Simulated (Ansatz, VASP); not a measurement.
# KCl (Sylvite): VASP beside Ansatz, part 2 of 2

One calculation is typed for both programs; each brings its own data sets. How far apart do they land? The cell is taken from a series of runs on this material, whose earlier steps may have relaxed, scaled, displaced or heated it; both programs get it as it stands.

VASP 6.6.1 and Ansatz 0.2.0.

So far: Set-up; VASP: zone-centre phonons, PBE, pair 1.

**3. Ansatz: zone-centre phonons, PBE, pair 1**

Level of this step: Ansatz beside VASP: Kohn-Sham DFT, plane waves, PBE (Ansatz).

Ansatz runs on its default PAW (the set named soft_2) files.

The same cell, functional and mesh now go to Ansatz, which takes its cutoff from its data sets.

File input.yaml:

```yaml
crystal:
  lattice:
    - [0.0, 3.1908106043, 3.1908106043]
    - [3.1908106043, 0.0, 3.1908106043]
    - [3.1908106043, 3.1908106043, 0.0]
  atoms:
    - { symbol: K, position: [0.0, 0.0, 0.0] }
    - { symbol: Cl, position: [0.5, 0.5, 0.5] }
kpoints:
  mp_grid: { grid: [8, 8, 8] }
hamiltonian:
  xc: pbe
scf:
  occupations: { method: fixed }
output:
  eigenvalues: true
phonons:
  method: dfpt
  dielectric: true
  rigid_motions: translations
```

On the command line:

```console
ansatz run input.yaml --threads 4 --pin off --max-ram 7168MiB --backend cpu --events-out ev --progress --plain --runs-dir out
```

Numbers of over 12 decimals in the logs are rounded to 6 here.

Output:

```text
Engine: ansatz 0.2.0, aarch64-unknown-linux-gnu
Pseudopotentials: kind: paw
Pseudopotential: K, paw, valence charge 9, recommended cutoff 420 eV (normal), K.paw.azcp
Pseudopotential: Cl, paw, valence charge 7, recommended cutoff 420 eV (normal), Cl.paw.azcp
Functional definition: PBE
  parameter kappa = 0.804
  parameter beta = 0.066725
  exchange = pbe_x(kappa = kappa, mu = beta*pi^2/3)
  correlation = pbe_c(beta = beta)
Crystal: 2 atoms, lattice volume = 64.973 Å³
Basis set: ecut = 420 eV, 1243 PW (Γ), exchange–correlation on 64×64×64 points (8 copies of the dense FFT grid, shifted against one another)
Bands: 12, of which v1, the nominal top of the filled ones, is band 8 counted from 1 (7 counted from 0)
Symmetry: 48 space group operations
k-points: 59 of 512 (irreducible under 8 space group operations, time reversal used)
Non-local potential: K, projectors of the file, l = 0: 3, l = 1: 2, l = 2: 2
Non-local potential: Cl, projectors of the file, l = 0: 2, l = 1: 2, l = 2: 2
PAW form: soft (Blöchl's): semilocal exchange-correlation on the pseudo side does not see the compensation charge
PAW one-centre angular grid: K, 110 points (default); XC on 64 Gauss nodes
PAW one-centre angular grid: Cl, 110 points (default); XC on 64 Gauss nodes
Initial density: superposition of atomic densities (neutral atoms: chi_scale 0, normalization atom), corrected by the library's trained network
Initial wavefunctions: pseudopotential atomic-orbital guess
Functional: x = pbe(κ = 0.804, μ = 0.219515), c = pbe(β = 0.066725)
SCF iter   1: F=—  HF=-2621.226244 eV  |F-HF|=—  |Δ(HF+E_count)|=         —  Δρ=2.37e-4  dr2=3.13e-5  ethr=1.77e-3  ⟨swp⟩=5.0  Hψ=3854  notcnv=0  defer=98
preconditioner: auto → none  [insulator: Δε(μ)=5.038 eV  Ē_g=15.180 eV  n_scr=14 (ndim 8)  ℏωp=17.2 eV  f_vac=0.097  ε∞_Penn≈2.3]
SCF iter   2: F=—  HF=-2621.226108 eV  |F-HF|=—  |Δ(HF+E_count)|=   1.37e-4  Δρ=1.77e-4  dr2=2.57e-5  ethr=1.95e-7  ⟨swp⟩=2.9  Hψ=1948  notcnv=0  defer=116
SCF iter   3: F=—  HF=-2621.226108 eV  |F-HF|=—  |Δ(HF+E_count)|=   2.21e-7  Δρ=6.97e-5  dr2=3.50e-6  ethr=1.61e-7  ⟨swp⟩=2.0  Hψ=1121  notcnv=0  defer=90
SCF iter   4: F=—  HF=-2621.226107 eV  |F-HF|=—  |Δ(HF+E_count)|=   7.63e-7  Δρ=2.23e-5  dr2=1.47e-7  ethr=2.19e-8  ⟨swp⟩=2.0  Hψ=901  notcnv=0  defer=5
SCF iter   5: F=—  HF=-2621.226109 eV  |F-HF|=—  |Δ(HF+E_count)|=   1.96e-6  Δρ=1.49e-6  dr2=1.30e-9  ethr=9.19e-10  ⟨swp⟩=2.0  Hψ=1121  notcnv=0
SCF iter   6: F=-2621.226109 eV  HF=-2621.226109 eV  |F-HF|=1.77e-11  |Δ(HF+E_count)|=   4.70e-9  Δρ=1.47e-7  dr2=6.04e-12  ethr=1.00e-12  ⟨swp⟩=6.8  Hψ=5039  notcnv=0
SCF 1 converged in 6 iterations: F = -2621.226109 eV  dr2 = 6.04e-12
  greatest PAW one-centre occupation: 0.987 electrons in one spin orbital (limit 2), on the K atom at site 0 (counted from 0), in its partial waves of l = 0
DFPT response loops at Γ: preconditioner auto → none (the input reference at scf.mixing.eps_inf says where Resta's filter doesn't serve); β = 0.50; Broyden in place of MSR1
SCF converged after 6 iterations
Free energy (F): -2621.226109 eV
Harris-Foulkes:  -2621.226109 eV  (|F-HF|=1.77e-11)
Internal energy: -2621.226109 eV  (E = F + TS)
E sigma→0 (E₀):  -2621.226109 eV
Fermi energy:    0.581132 eV
--- Per-component energies (eV) ---
  E_band       = -136.446834
  E_kinetic    = 415.791841
  E_local      = -853.256556  (includes V_loc(G=0)·N_el)
  E_nonlocal   = 41.007125
  E_hartree    = 286.811275
  E_xc         = -243.070203
  E_vxc        = -287.877502  (∫ρ·V_xc dr)
  E_paw        = -1441.148352  (= ΣΔE_a)
  E_vpaw       = -25.734370  (= ΣTr[D̂ρ^β])
  E_aug_tail   = 0.000086  (compensation charges beyond the density's cutoff)
  E_ewald      = -827.361326
  E_smearing   = -0.000000  (= −TS)
  E_closure    = 0.000000  (closes the sum)
  Σ components = -2621.226109   (vs F -2621.226109, Δ=0.00e0)
--- Band table (eV; the first three rows and the last of 59) ---
  k-point 0: bands = [... 4 lower, -10.1753, 0.5811, 0.5811, 0.5811, 5.6282, 8.9180, 8.9180, 8.9180]
  k-point 1: bands = [... 4 lower, -10.1402, 0.4046, 0.5357, 0.5357, 5.9876, 8.7988, 9.1040, 9.1040]
  k-point 2: bands = [... 4 lower, -10.0605, 0.0349, 0.4297, 0.4297, 6.8471, 8.6835, 9.6315, 9.6315]
  k-point 58: bands = [... 4 lower, -10.0944, 0.1314, 0.1314, 0.1326, 8.5443, 8.5443, 9.8280, 10.2459]
--- Phonons (Γ-DFPT): 2 representative perturbations + reference, on 59 of 512 k-points (Σ response iterations 6) ---
  k mesh reduced under 8 symmetry operations, with k and −k counted as one. Each operation leaves every solved perturbation unchanged. A smaller set is not considered because the run solves the response to a homogeneous field
  ASR residual: 3.723e-5 → 0.000e0 eV/Å²; symmetrization residual: 3.495e-6 eV/Å²
  ASR residual per site (eV/Å²): 1.68e-5 3.72e-5
  Γ frequencies (cm⁻¹): 0.00 0.00 0.00 125.39 125.39 125.39
  ε∞ (high-frequency dielectric tensor):
        2.281526    -0.000000    -0.000000
        0.000000     2.281526    -0.000000
        0.000000    -0.000000     2.281526
  ε⁰ (static dielectric tensor: ions relaxed, cell fixed):
        5.587455    -0.000000    -0.000000
        0.000000     5.587455    -0.000000
       -0.000000    -0.000000     5.587455
  ε⁰ − ε∞ (ionic part):
        3.305930    -0.000000    -0.000000
       -0.000000     3.305930     0.000000
       -0.000000     0.000000     3.305930
  softest optical mode at Γ: 125.39 cm⁻¹; the repairs (sum rule, projections) moved no ω² at Γ by more than (0.67 cm⁻¹)²
  Born effective charges Z* (e; rows j = field, columns β = displacement):
    site 0:
         1.12964   -0.00000    0.00000
         0.00000    1.12964    0.00000
         0.00000   -0.00000    1.12964
    site 1:
        -1.12964    0.00000    0.00000
         0.00000   -1.12964   -0.00000
         0.00000    0.00000   -1.12964
  Z* charge neutrality: 4.084e-5 e pre-enforcement
  k-mesh period / interband length: 36.1 Å / 1.18 Å = 30.66 at k = (0.0000, 0.0000, 0.0000), direct gap 5.047 eV — 14 or more, which is no proof of convergence
  optical modes at Γ without the LO–TO term, one row a degenerate level:
      ω (cm⁻¹)  modes    IR ((D/Å)²/amu)
        125.39      3             4.7504
  optical modes at Γ + LO–TO along q̂ = [1.0000, 0.0000, 0.0000]:
      ω (cm⁻¹)  modes    IR ((D/Å)²/amu)
        125.39      2             3.1669
        196.23      1             1.5835
  optical modes at Γ + LO–TO along q̂ = [0.0000, 1.0000, 0.0000]:
      ω (cm⁻¹)  modes    IR ((D/Å)²/amu)
        125.39      2             3.1669
        196.23      1             1.5835
  optical modes at Γ + LO–TO along q̂ = [0.0000, 0.0000, 1.0000]:
      ω (cm⁻¹)  modes    IR ((D/Å)²/amu)
        125.39      2             3.1669
        196.23      1             1.5835
```

**4. Side by side**

Known differences besides the potentials themselves: fixed occupations in Ansatz, narrow Gaussian smearing in VASP; the cutoff is 420 eV in Ansatz and 500 eV in VASP. Total energies have different zeros and are not compared.

Both answers:

```csv
quantity,Ansatz,VASP,difference
ε∞ xx,2.28,2.28,-0.13 %
ε∞ yy,2.28,2.28,-0.13 %
ε∞ zz,2.28,2.28,-0.13 %
Born charge of K1 (mean of the diagonal) (e),1.13,1.13,0.00
Born charge of Cl2 (mean of the diagonal) (e),-1.13,-1.13,0.00
optical mode 1 to 3 (cm⁻¹),125.4,126.3,-0.70 %
```

Modes are paired by rising frequency, not by their patterns, so a pair may set unlike modes beside each other; they are those without the splitting of longitudinal modes.

**5. VASP: zone-centre phonons, PBE, pair 2**

Second derivatives magnify differences that forces hide, and they need a tight electronic threshold.

File INCAR:

```
SYSTEM = KCl
PREC = Accurate
ENCUT = 500
EDIFF = 1E-08
NELM = 120
ISMEAR = 0
SIGMA = 0.01
LREAL = .FALSE.
ALGO = Normal
GGA = PE
NBANDS = 14
LORBIT = 11
LWAVE = .FALSE.
LCHARG = .FALSE.
ISIF = 2
IBRION = 8
LEPSILON = .TRUE.
LASPH = .TRUE.
GGA_COMPAT = .FALSE.
EFERMI = MIDGAP
KPAR = 2
```

File POSCAR:

```
KCl
1.0
    0.0000000000      3.1908106043      3.1908106043
    3.1908106043      0.0000000000      3.1908106043
    3.1908106043      3.1908106043      0.0000000000
K Cl
1 1
Direct
    0.0000000000      0.0000000000      0.0000000000
    0.5000000000      0.5000000000      0.5000000000
```

File KPOINTS:

```
Automatic mesh
0
Gamma
8 8 8
0 0 0
```

The projector-augmented-wave data sets are K_sv and Cl (PBE family, release 64).

On the command line:

```console
mpirun -np 2 vasp_std
```

Output:

```text
[... set-up lines as in an earlier step ...]
 entering main loop
       N       E                     dE             d eps       ncg     rms          rms(c)
[... 16 cycles as in an earlier step ...]
   1 F= -.68107924E+01 E0= -.68107924E+01  d E =0.000000E+00
 Linear response reoptimize wavefunctions to high precision
[... 2 cycles as in an earlier step ...]
 Linear response G [H, r] |phi>, progress :
  Direction:   1
       N       E                     dE             d eps       ncg     rms
[... 23 cycles as in an earlier step ...]
 Linear response G [H, r] |phi>, progress :
  Direction:   2
       N       E                     dE             d eps       ncg     rms
[... 7 cycles as in an earlier step ...]
[...]
[... 12 cycles as in an earlier step ...]
 change of polarisation eV/A/(eV/A) component  3 :     0.031    -0.044     0.486
 dielectric tensor                  component  3 :     0.087    -0.123     2.354
 Linear response to external field, progress :
  Direction:   1
       N       E                     dE             d eps       ncg     rms          rms(c)
[...]
dielectric tensor                  component  2 :     0.072     2.284    -0.029
 Linear response to external field, progress :
  Direction:   3
       N       E                     dE             d eps       ncg     rms          rms(c)
[... 16 cycles as in an earlier step ...]
 change of polarisation eV/A/(eV/A) component  3 :    -0.002     0.013     0.461
 dielectric tensor                  component  3 :    -0.005     0.036     2.284
 Linear response DOF=           2
 Linear response progress:
  Degree of freedom:   1/  2
       N       E                     dE             d eps       ncg     rms          rms(c)
[... 15 cycles as in an earlier step ...]
 first order change of Fermi-energy  -0.19152E-03
 force on displaced ion       1 direction 1 :  -1.093   0.000   0.000
 Born effective charge ion    1 direction 1 :   1.130   0.000   0.000
 Linear response progress:
  Degree of freedom:   2/  2
       N       E                     dE             d eps       ncg     rms          rms(c)
[... 14 cycles as in an earlier step ...]
 first order change of Fermi-energy   0.34209E-03
 force on displaced ion       2 direction 1 :  -1.087   0.000   0.000
 Born effective charge ion    2 direction 1 :  -1.130   0.000   0.000
 Born effective charges drift removed
 Linear response finished
```

OUTCAR, selected parts (step 5):

```text
[... 6 parts as in an earlier step ...]
```

**6. Ansatz: zone-centre phonons, PBE, pair 2**

The same cell, functional and mesh now go to Ansatz.

The cell is taken from a series of runs on this material, whose earlier steps may have relaxed, scaled, displaced or heated it; both programs get it as it stands.

input.yaml, the sections that differ from step 3:

```yaml
phonons:
  method: dfpt
  qmesh: [2, 2, 2]
  temperatures: { t_max: 1000, t_step: 50 }
  qpath:
    path:
      - [[0.0, 0.0, 0.0], [0.5, 0.0, 0.5], [0.625, 0.25, 0.625]]
      - [[0.375, 0.375, 0.75], [0.0, 0.0, 0.0], [0.5, 0.5, 0.5], [0.5, 0.25, 0.75], [0.5, 0.0, 0.5]]
    npoints: 10
basis:
  ecutwfc: 360
# crystal, kpoints, hamiltonian, scf, output: as in step 3
```

On the command line:

```console
ansatz run input.yaml --threads 4 --pin off --max-ram 7168MiB --backend cpu --events-out ev --progress --plain --runs-dir out
```

Output:

```text
Warning: basis.ecutwfc = 360 eV is below the records' recommended 420 eV, and the density's cutoff is lower with it unless basis.ecutrho_ratio is high enough to keep the records' density cutoff: compare with a run at a higher cutoff
[...]
Crystal: 2 atoms, lattice volume = 64.973 Å³
Basis set: ecut = 360 eV, 965 PW (Γ), exchange–correlation on 60×60×60 points (8 copies of the dense FFT grid, shifted against one another)
[...]
largest difference from the sums on the solved wave vectors: F 8.09e-2 eV, S 1.13e-4 and C_V 3.22e-5 eV/K
  zero-point energy: 0.039771 eV/cell   skipped modes (ω ≤ 0): 3   left out of the sums: 8.57e-5 of the cell's modes: C_V's classical limit lies that fraction below 3 k_B per atom; for a crystal, a wire or a layer, F and S can be off by more, and a phonons.interpolated_qmesh denser along its periods is the remedy for the sampling
[key lines of the parts left out:]
SCF converged after 6 iterations
Free energy (F): -2621.225309 eV
Fermi energy:    0.581302 eV
```

**7. Differences**

What differs besides the data sets and the points named for the pairs above, as far as they apply: VASP's run holds the zone centre alone; the cutoff is 360 eV in Ansatz and 500 eV in VASP; Ansatz's log warns that its cutoff lies below the recommended one. Total energies have different zeros and are not compared.

Compared:

```csv
quantity,Ansatz,VASP,difference
ε∞ xx,2.28,2.28,-0.13 %
ε∞ yy,2.28,2.28,-0.13 %
ε∞ zz,2.28,2.28,-0.13 %
Born charge of K1 (mean of the diagonal) (e),1.13,1.13,0.00
Born charge of Cl2 (mean of the diagonal) (e),-1.13,-1.13,0.00
optical mode 1 to 3 (cm⁻¹),125.3,126.3,-0.74 %
```

Modes are paired by rising frequency, not by their patterns, so a pair may set unlike modes beside each other; they are those without the splitting of longitudinal modes.

**8. Results**

```json
{
  "r.m.s. difference of the optical zone-centre modes, each program's sorted by frequency (zone-centre phonons, PBE, pair 1)": "0.88 cm⁻¹",
  "difference in optical mode 1 to 3 (zone-centre phonons, PBE, pair 1)": "-0.7 %",
  "r.m.s. difference of the optical zone-centre modes, each program's sorted by frequency (zone-centre phonons, PBE, pair 2)": "0.93 cm⁻¹",
  "difference in optical mode 1 to 3 (zone-centre phonons, PBE, pair 2)": "-0.7 %"
}
```

**Reading.** The r.m.s. difference of the optical zone-centre modes, each program's sorted by frequency is 0.88 cm⁻¹ (zone-centre phonons, PBE, pair 1). Among the rows given in per cent, the largest difference of the zone-centre phonons, PBE, pair 1 pair is in optical mode 1 to 3, -0.7 %. Among the rows given in per cent, the largest difference of the zone-centre phonons, PBE, pair 2 pair is in optical mode 1 to 3, -0.7 %. Such differences can come from data sets, numerical settings and the points named under the comparisons, not from the functional's error against experiment.

[Lines on the potential files, build, host, timing and source positions are cut from VASP's logs without a mark.]

[Logs are printed without paths, hosts, clocks, repeated set-up lines and the standing remarks that a program may print on its own settings, such as how far it seeks lower states.]

[Hosts, paths, dates, database ids (printed as entryN), source tags and the programs' standing remarks are cut or masked in the printed files.]
